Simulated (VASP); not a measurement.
## A VASP study of TaN (PBEsol): structure first, properties next

Wanted: the relaxed cell of TaN and its properties. The steps: full relaxation (PBEsol), second relaxation, density, ELF and potential (PBEsol), bands along the symmetry lines (PBEsol), total and projected DOS (PBEsol), vibrations at Γ (PBEsol) and electric field gradients (PBEsol). The start is a computed cell from the Materials Project.

Method: PBEsol; plane waves and PAW (Ta_pv, N), in VASP 6.6.1.

**1. The structure**

Before any relaxation, the start is as follows. The structure is cubic, space group Fm-3m (No. 225). Conventional cell: a = 4.423 Å, b = 4.423 Å, c = 4.423 Å, α = 90.00°, β = 90.00°, γ = 90.00°. Nearest to Ta lie 6 N at 2.21 Å. Nearest to N lie 6 Ta at 2.21 Å. Farther neighbours and most contacts between anions are not listed.

As a file:

```xyz
2
Lattice="0.0000 2.2113 2.2113 2.2113 0.0000 2.2113 2.2113 2.2113 0.0000" Properties=species:S:1:pos:R:3 pbc="T T T"
Ta    2.2113    2.2113    2.2113
N     0.0000    0.0000    0.0000
```

**2. Full relaxation (PBEsol)**

Properties are meant for the cell that this level of theory prefers, so cell and atoms are relaxed first (ISIF = 3) until forces and stress are small; EDIFFG sets the threshold. PBEsol restores the gradient expansion of exchange and is tuned for the cells of solids.

INCAR reads:

```
SYSTEM = TaN
PREC = Accurate
ENCUT = 520
EDIFF = 1E-06
NELM = 100
ISMEAR = 0
SIGMA = 0.05
LREAL = .FALSE.
ALGO = Normal
GGA = PS
NBANDS = 14
LASPH = .TRUE.
LORBIT = 11
LWAVE = .FALSE.
LCHARG = .FALSE.
KPAR = 2
IBRION = 2
NSW = 60
ISIF = 3
EDIFFG = -0.01
```

POSCAR reads:

```
TaN
1.0
    0.0000000000      2.2113230000      2.2113230000
    2.2113230000      0.0000000000      2.2113230000
    2.2113230000      2.2113230000      0.0000000000
Ta N
1 1
Direct
    0.5000000000      0.5000000000      0.5000000000
    0.0000000000      0.0000000000      0.0000000000
```

KPOINTS reads:

```
Automatic mesh
0
Gamma
9 9 9
0 0 0
```

PAW data sets: Ta_pv and N (PBE family, release 64).

Command:

```bash
$ mpirun -np 2 vasp_std
```

Log:

```text
[banner, memory and clock lines left out]
running    2 mpi-ranks, on    1 nodes
 distrk:  each k-point on    1 cores,    2 groups
 distr:  one band on    1 cores,    1 groups

 POSCAR found type information on POSCAR TaN
 POSCAR found :  2 types and       2 ions
|                                                                             |
|               ----> ADVICE to this user running VASP <----                  |
|                                                                             |
|     You enforced a specific xc type in the INCAR file but a different       |
|     [... a line on the potential file left out ...]
|     I HOPE YOU KNOW WHAT YOU ARE DOING!                                     |
|                                                                             |

 LDA part: xc-table for (Slater+PW92), standard interpolation
 POSCAR, INCAR and KPOINTS ok, starting setup
 FFT: planning ... GRIDC
 FFT: planning ... GRID_SOFT
 FFT: planning ... GRID
 WAVECAR not read
 entering main loop
       N       E                     dE             d eps       ncg     rms          rms(c)
DAV:   1     0.920720517337E+02    0.92072E+02   -0.87244E+03   980   0.120E+03
DAV:   2    -0.229581156074E+02   -0.11503E+03   -0.10859E+03  1178   0.322E+02
DAV:   3    -0.259650559916E+02   -0.30069E+01   -0.29101E+01  1112   0.479E+01
DAV:   4    -0.259807915758E+02   -0.15736E-01   -0.15714E-01  1124   0.367E+00
DAV:   5    -0.259809067507E+02   -0.11517E-03   -0.11517E-03  1136   0.268E-01    0.235E+01
DAV:   6    -0.233355303852E+02    0.26454E+01   -0.57920E+00  1076   0.268E+01    0.987E+00
DAV:   7    -0.232350889166E+02    0.10044E+00   -0.36834E-01  1202   0.578E+00    0.675E+00
DAV:   8    -0.231992700290E+02    0.35819E-01   -0.14727E-01  1142   0.347E+00    0.134E+00
DAV:   9    -0.231948730487E+02    0.43970E-02   -0.13742E-02  1070   0.102E+00    0.372E-01
DAV:  10    -0.231947031579E+02    0.16989E-03   -0.53415E-04  1298   0.281E-01    0.104E-01
DAV:  11    -0.231946738628E+02    0.29295E-04   -0.57702E-05  1112   0.745E-02    0.170E-02
DAV:  12    -0.231946739087E+02   -0.45923E-07   -0.30306E-06  1220   0.167E-02
   1 F= -.23194674E+02 E0= -.23194154E+02  d E =-.231947E+02
 curvature:   0.00 expect dE= 0.000E+00 dE for cont linesearch  0.000E+00
 trial: gam= 0.00000 g(F)=  0.175E-60 g(S)=  0.130E+00 ort = 0.000E+00 (trialstep = 0.100E+01)
 search vector abs. value=  0.130E+00
 bond charge predicted
       N       E                     dE             d eps       ncg     rms          rms(c)
DAV:   1    -0.237474515436E+02   -0.55278E+00   -0.20553E+01  1022   0.522E+01    0.973E+00
DAV:   2    -0.232372916459E+02    0.51016E+00   -0.58935E-01  1118   0.836E+00    0.400E+00
DAV:   3    -0.230951696775E+02    0.14212E+00   -0.35824E-01  1232   0.667E+00    0.776E-01
DAV:   4    -0.230961158935E+02   -0.94622E-03   -0.57060E-03  1096   0.681E-01    0.432E-01
DAV:   5    -0.230964968502E+02   -0.38096E-03   -0.86044E-04  1322   0.311E-01    0.442E-02
DAV:   6    -0.230965103834E+02   -0.13533E-04   -0.36226E-05  1094   0.612E-02    0.201E-02
DAV:   7    -0.230965087210E+02    0.16623E-05   -0.62953E-07   940   0.930E-03    0.121E-03
DAV:   8    -0.230965087736E+02   -0.52558E-07   -0.48196E-08   652   0.245E-03
   2 F= -.23096509E+02 E0= -.23096072E+02  d E =0.981651E-01
[...]
3 F= -.23214701E+02 E0= -.23214213E+02  d E =-.200271E-01
 curvature:  -0.14 expect dE=-0.122E-04 dE for cont linesearch -0.122E-04
 ZBRENT: interpolating
 opt :   0.3028  next Energy=   -23.214713 (dE=-0.200E-01)
 bond charge predicted
       N       E                     dE             d eps       ncg     rms          rms(c)
DAV:   1    -0.232147443082E+02   -0.43212E-04   -0.10042E-03  1028   0.371E-01    0.638E-02
DAV:   2    -0.232147195953E+02    0.24713E-04   -0.29199E-05  1160   0.559E-02    0.261E-02
DAV:   3    -0.232147131647E+02    0.64306E-05   -0.17425E-05  1190   0.441E-02    0.466E-03
DAV:   4    -0.232147133252E+02   -0.16046E-06   -0.13758E-07   586   0.424E-03
   4 F= -.23214713E+02 E0= -.23214226E+02  d E =-.200394E-01
 curvature:  -0.13 expect dE=-0.155E-06 dE for cont linesearch -0.155E-06
 trial: gam=-0.00299 g(F)=  0.416E-59 g(S)=  0.117E-05 ort = 0.390E-03 (trialstep = 0.861E+00)
 search vector abs. value=  0.111E-09
 reached required accuracy - stopping structural energy minimisation
```

The job ended after 12 s (2 MPI ranks of Intel Xeon Platinum 8559C (Emerald Rapids), shared host; peak memory 0.27 GiB).

The logs omit lines about the potential files and the build; timing stands in the text.

Parts of OUTCAR (step 2):

```text
ion  position               nearest neighbor table
   1  0.500  0.500  0.500-   2 2.21   2 2.21   2 2.21   2 2.21   2 2.21   2 2.21
   2  0.000  0.000  0.000-   1 2.21   1 2.21   1 2.21   1 2.21   1 2.21   1 2.21

  LATTYP: Found a face centered cubic cell.
 ALAT       =     4.4226460000

 Subroutine GETGRP returns: Found 48 space group operations
 (whereof 48 operations were pure point group operations)

The static configuration has the point symmetry O_h .

 Found     35 irreducible k-points:

   k-points           NKPTS =     35   k-points in BZ     NKDIM =     35   number of bands    NBANDS=     14

   dimension x,y,z NGX =    24 NGY =   24 NGZ =   24
   dimension x,y,z NGXF=    48 NGYF=   48 NGZF=   48

   ENCUT  =  520.0 eV  38.22 Ry    6.18 a.u.   5.81  5.81  5.81*2*pi/ulx,y,z

   NELECT =      16.0000    total number of electrons

 k-points in reciprocal lattice and weights: Automatic mesh
   0.00000000  0.00000000  0.00000000       0.001
   0.11111111  0.00000000  0.00000000       0.011
   0.22222222  0.00000000  0.00000000       0.011
   0.33333333  0.00000000  0.00000000       0.011
   0.44444444  0.00000000  0.00000000       0.011
   0.11111111  0.11111111  0.00000000       0.008
   0.22222222  0.11111111  0.00000000       0.033
   0.33333333  0.11111111  0.00000000       0.033
   0.44444444  0.11111111  0.00000000       0.033
[...]
-0.33333333  0.44444444  0.11111111       0.033
  -0.33333333  0.44444444  0.22222222       0.033

 average (electrostatic) potential at core
       1 -34.4436       2 -61.2255

 E-fermi :   9.4073

 k-point     1 :       0.0000    0.0000    0.0000
  band No.  band energies     occupation
    ...
      6       5.6900      2.00000
      7       5.6900      2.00000
      8       7.3529      2.00000
      9       7.3529      2.00000
     10       7.3529      2.00000
     11       9.5444      0.00011
     12       9.5444      0.00011
     13      11.1715      0.00000
     14      18.9006      0.00000

 k-point     2 :       0.1111    0.0000    0.0000
  band No.  band energies     occupation
    ...
      6       4.7805      2.00000
      7       4.7805      2.00000
      8       7.7931      2.00000
      9       7.7931      2.00000
     10       7.8655      2.00000
     11      10.6827      0.00000
     12      10.6827      0.00000
     13      12.0137      0.00000
     14      19.8139      0.00000

 k-point     3 :       0.2222    0.0000    0.0000
  band No.  band energies     occupation
    ...
      6       3.4442      2.00000
      7       3.4442      2.00000
      8       8.5177      2.00000
      9       8.7884      2.00000
     10       8.7884      2.00000
     11      12.9046      0.00000
     12      12.9046      0.00000
     13      13.6479      0.00000
     14      21.7180      0.00000

  Total       -0.0040197     -0.0040197     -0.0040197      0.0000000      0.0000000      0.0000000
  in kB       -0.3067132     -0.3067132     -0.3067132      0.0000000      0.0000000      0.0000000
  external PRESSURE =      -0.3067132 kB  Pullay stress =       0.0000000 kB

  energy-cutoff  :      520.00
  volume of cell :       21.00
      direct lattice vectors                 reciprocal lattice vectors
    -0.000000000  2.189680354  2.189680354    -0.228343831  0.228343831  0.228343831
     2.189680354  0.000000000  2.189680354     0.228343831 -0.228343831  0.228343831
     2.189680354  2.189680354 -0.000000000     0.228343831  0.228343831 -0.228343831

 POSITION                                       TOTAL-FORCE (eV/Angst)
 -----------------------------------------------------------------------------------
      2.18968      2.18968      2.18968        -0.000000      0.000000     -0.000000
      2.18968      4.37936      2.18968         0.000000     -0.000000      0.000000
 -----------------------------------------------------------------------------------
    total drift:                               -0.000000     -0.000000     -0.000000

  FREE ENERGIE OF THE ION-ELECTRON SYSTEM (eV)
  ---------------------------------------------------
  free  energy   TOTEN  =       -23.2147133252 eV

  energy  without entropy=      -23.2137393432  energy(sigma->0) =      -23.21422633

 reached required accuracy - stopping structural energy minimisation

 total charge
# of ion       s       p       d       tot
------------------------------------------
    1        0.277   6.231   2.473   8.981
    2        1.222   2.537   0.000   3.758
--------------------------------------------------
tot          1.499   8.767   2.473  12.739

[... 3 further parts left out ...]
```

CONTCAR:

```
TaN
   1.00000000000000
    -0.0000000000000000    2.1896803542271543    2.1896803542271543
     2.1896803542271543    0.0000000000000000    2.1896803542271543
     2.1896803542271543    2.1896803542271543   -0.0000000000000000
  Ta              N
     1     1
Direct
     0.5000000000000000    0.5000000000000000    0.5000000000000000
     1.0000000000000000    0.0000000000000000    1.0000000000000000
```

The k-mesh is coarse for a metal. The PAW data sets were made with PBE, which is usual practice but a small mismatch for other functionals. The run keeps the 48 symmetry operations of its start, so it cannot find a distortion of lower symmetry.

The steps of the relaxation:

| step | energy less that of the first step (eV) | largest force (eV/Å) | pressure (GPa) | volume (Å³) |
| --- | --- | --- | --- | --- |
| 1 | 0.0000 | 0.0000 | -9.93 | 21.63 |
| 2 | 0.0982 | 0.0000 | 28.80 | 19.60 |
| 3 | -0.0200 | 0.0000 | -0.27 | 21.01 |
| 4 | -0.0200 | 0.0000 | -0.03 | 21.00 |

| conventional cell, symmetrised | before | after | change |
| --- | --- | --- | --- |
| a (Å) | 4.423 | 4.379 | -1.0 % |
| b (Å) | 4.423 | 4.379 | -1.0 % |
| c (Å) | 4.423 | 4.379 | -1.0 % |
| volume (Å³/atom) | 10.81 | 10.50 | -2.9 % |

Final coordinates:

```cif
data_structure
_symmetry_space_group_name_H-M 'P 1'
_symmetry_Int_Tables_number 1
_cell_length_a 3.0967
_cell_length_b 3.0967
_cell_length_c 3.0967
_cell_angle_alpha 60.000
_cell_angle_beta 60.000
_cell_angle_gamma 60.000
_cell_volume 21.00
loop_
_atom_site_label
_atom_site_type_symbol
_atom_site_fract_x
_atom_site_fract_y
_atom_site_fract_z
_atom_site_occupancy
Ta1 Ta 0.50000 0.50000 0.50000 1
N2 N 0.00000 0.00000 0.00000 1
```

Numbers from this step:

```yaml
electrons: 16
bands: 14
irreducible_k_points: 35
symmetry_operations: 48
free_energy_toten: -23.21 eV
energy_at_zero_smearing: -23.21 eV
fermi_energy: 9.407 eV
pressure: -0.03067 GPa
metallic: yes
scf_cycles_over_all_ionic_steps: 31
```

It ends with forces that vanish by symmetry and a pressure of -0.03 GPa.

**3. Second relaxation**

A relaxation keeps the plane waves of the cell it began with, so it is repeated from the new cell, on a basis made for it.

INCAR is that of step 2.

POSCAR reads:

```
TaN
1.0
    0.0000000000      2.1896803542      2.1896803542
    2.1896803542      0.0000000000      2.1896803542
    2.1896803542      2.1896803542      0.0000000000
Ta N
1 1
Direct
    0.5000000000      0.5000000000      0.5000000000
    0.0000000000      0.0000000000      0.0000000000
```

KPOINTS is that of step 2.

Command:

```bash
$ mpirun -np 2 vasp_std
```

Log:

```text
[banner, memory and clock lines left out]
running    2 mpi-ranks, on    1 nodes
 distrk:  each k-point on    1 cores,    2 groups
 distr:  one band on    1 cores,    1 groups

 POSCAR found type information on POSCAR TaN
 POSCAR found :  2 types and       2 ions
 [... a notice as in an earlier step ...]

 LDA part: xc-table for (Slater+PW92), standard interpolation
 POSCAR, INCAR and KPOINTS ok, starting setup
 FFT: planning ... GRIDC
 FFT: planning ... GRID_SOFT
 FFT: planning ... GRID
 WAVECAR not read
 entering main loop
       N       E                     dE             d eps       ncg     rms          rms(c)
DAV:   1     0.871389019221E+02    0.87139E+02   -0.88188E+03   980   0.121E+03
DAV:   2    -0.230151259721E+02   -0.11015E+03   -0.10401E+03  1190   0.313E+02
DAV:   3    -0.259824912140E+02   -0.29674E+01   -0.29365E+01  1112   0.482E+01
DAV:   4    -0.259981453441E+02   -0.15654E-01   -0.15648E-01  1148   0.361E+00
DAV:   5    -0.259982508597E+02   -0.10552E-03   -0.10551E-03  1118   0.263E-01    0.250E+01
DAV:   6    -0.233403666493E+02    0.26579E+01   -0.56563E+00  1088   0.269E+01    0.106E+01
DAV:   7    -0.232528188321E+02    0.87548E-01   -0.36108E-01  1208   0.572E+00    0.714E+00
DAV:   8    -0.232186019443E+02    0.34217E-01   -0.13288E-01  1172   0.329E+00    0.140E+00
DAV:   9    -0.232143557633E+02    0.42462E-02   -0.12954E-02  1082   0.987E-01    0.373E-01
DAV:  10    -0.232141940904E+02    0.16167E-03   -0.56932E-04  1304   0.293E-01    0.103E-01
DAV:  11    -0.232141631948E+02    0.30896E-04   -0.60845E-05  1114   0.802E-02    0.188E-02
DAV:  12    -0.232141630801E+02    0.11470E-06   -0.34009E-06  1256   0.180E-02
   1 F= -.23214163E+02 E0= -.23213676E+02  d E =-.232142E+02
 curvature:   0.00 expect dE= 0.000E+00 dE for cont linesearch  0.000E+00
 trial: gam= 0.00000 g(F)=  0.100E-59 g(S)=  0.153E-05 ort = 0.000E+00 (trialstep = 0.100E+01)
 search vector abs. value=  0.153E-05
 reached required accuracy - stopping structural energy minimisation
```

It took 5.2 s on 2 MPI ranks; peak memory 0.27 GiB.

Parts of OUTCAR (step 3):

```text
  LATTYP: Found a face centered cubic cell.
 ALAT       =     4.3793607084

The static configuration has the point symmetry O_h .

 Found     35 irreducible k-points:

   ENCUT  =  520.0 eV  38.22 Ry    6.18 a.u.   5.76  5.76  5.76*2*pi/ulx,y,z

   NELECT =      16.0000    total number of electrons

 E-fermi :   9.4073

 k-point     1 :       0.0000    0.0000    0.0000
  band No.  band energies     occupation
    ...
      6       5.6902      2.00000
      7       5.6902      2.00000
      8       7.3529      2.00000
      9       7.3529      2.00000
     10       7.3529      2.00000
     11       9.5444      0.00011
     12       9.5444      0.00011
     13      11.1718      0.00000
     14      18.9005      0.00000

 k-point     2 :       0.1111    0.0000    0.0000
  band No.  band energies     occupation
    ...
      6       4.7807      2.00000
      7       4.7807      2.00000
      8       7.7931      2.00000
      9       7.7931      2.00000
     10       7.8655      2.00000
     11      10.6827      0.00000
     12      10.6827      0.00000
     13      12.0139      0.00000
     14      19.8139      0.00000

  Total       -0.0045970     -0.0045970     -0.0045970     -0.0000000      0.0000000     -0.0000000
  in kB       -0.3507617     -0.3507617     -0.3507617     -0.0000000      0.0000000     -0.0000000
  external PRESSURE =      -0.3507617 kB  Pullay stress =       0.0000000 kB

  energy-cutoff  :      520.00
  volume of cell :       21.00
      direct lattice vectors                 reciprocal lattice vectors
     0.000000000  2.189680354  2.189680354    -0.228343831  0.228343831  0.228343831
     2.189680354  0.000000000  2.189680354     0.228343831 -0.228343831  0.228343831
     2.189680354  2.189680354  0.000000000     0.228343831  0.228343831 -0.228343831

 POSITION                                       TOTAL-FORCE (eV/Angst)
 -----------------------------------------------------------------------------------
      2.18968      2.18968      2.18968        -0.000000     -0.000000      0.000000
      0.00000      0.00000      0.00000         0.000000      0.000000     -0.000000
 -----------------------------------------------------------------------------------
    total drift:                                0.000000     -0.000000     -0.000000

  FREE ENERGIE OF THE ION-ELECTRON SYSTEM (eV)
  ---------------------------------------------------
  free  energy   TOTEN  =       -23.2141630801 eV

  energy  without entropy=      -23.2131890730  energy(sigma->0) =      -23.21367608

 total charge
# of ion       s       p       d       tot
------------------------------------------
    1        0.277   6.231   2.473   8.981
    2        1.222   2.537   0.000   3.759
--------------------------------------------------
tot          1.500   8.767   2.473  12.740

[... 5 parts as in an earlier step ...]

[... 6 further parts left out ...]
```

CONTCAR:

```
TaN
   1.00000000000000
     0.0000000000000000    2.1896803542000001    2.1896803542000001
     2.1896803542000001    0.0000000000000000    2.1896803542000001
     2.1896803542000001    2.1896803542000001    0.0000000000000000
  Ta              N
     1     1
Direct
     0.5000000000000000    0.5000000000000000    0.5000000000000000
     0.0000000000000000    0.0000000000000000    0.0000000000000000
```

Little changed from the start: no atom moved by 0.005 Å and no cell edge by 0.1 %.

Numbers from this step:

```
pressure                        : -0.03508 GPa
SCF cycles over all ionic steps : 12
```

It ends with forces that vanish by symmetry and a pressure of -0.04 GPa. The volume moved by under 0.01 %: the run met its threshold at the first step.

(Part 1 of 4 ends here.)

[Lines on the potential files, build, host, timing and source positions are cut from VASP's logs without a mark.]

[Logs are printed without paths, hosts, clocks, repeated set-up lines and the standing remarks that a program may print on its own settings, such as how far it seeks lower states.]

[Hosts, paths, dates, database ids (printed as entryN), source tags and the programs' standing remarks are cut or masked in the printed files.]

[A measured line is paired with the nearest computed mode of its activity, which favours agreement.]
